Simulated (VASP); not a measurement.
TiRe: single point with LDA

Crystal: TiRe.

```
Ti Re
1.0
     3.11800    0.00000    0.00000
     0.00000    3.11800    0.00000
     0.00000    0.00000    3.11800
Ti Re
1 1
Direct
  0.50000 0.50000 0.50000
  0.00000 0.00000 0.00000
```

- Program: VASP 6.6.1
- Task: single point
- Functional: LDA
- Potentials or basis: VASP PAW LDA potentials, release 64 (Ti_sv, Re)
- Cutoff: 520 eV
- k mesh: 9 × 9 × 9
- Occupations: methfessel-paxton, width 0.05 eV
- Spin: no spin polarisation
- Dipole correction: no
- Further INCAR settings: ALGO = Normal; EDIFF = 1e-06; NBANDS = 16

```yaml
Pressure: -13.1 GPa
Band_gap_on_the_k_mesh: none (metal or under the smearing width)
```

Levels at points of the mesh, in eV from the Fermi level:
| k point | band 7 | band 8 | band 9 | band 10 | band 11 | band 12 | band 13 | band 14 |
| --- | --- | --- | --- | --- | --- | --- | --- | --- |
| (0.00, 0.00, 0.00) | -4.20 | -0.08 | -0.08 | -0.08 | 2.81 | 2.81 | 4.70 | 4.70 |

It took 6.5 s on 1 thread of Intel(R) Xeon(R) 6975P-C (Granite Rapids), with other jobs on the host, peak memory 0.13 GiB.

Spin-orbit coupling is left out, which matters for the levels of Re.
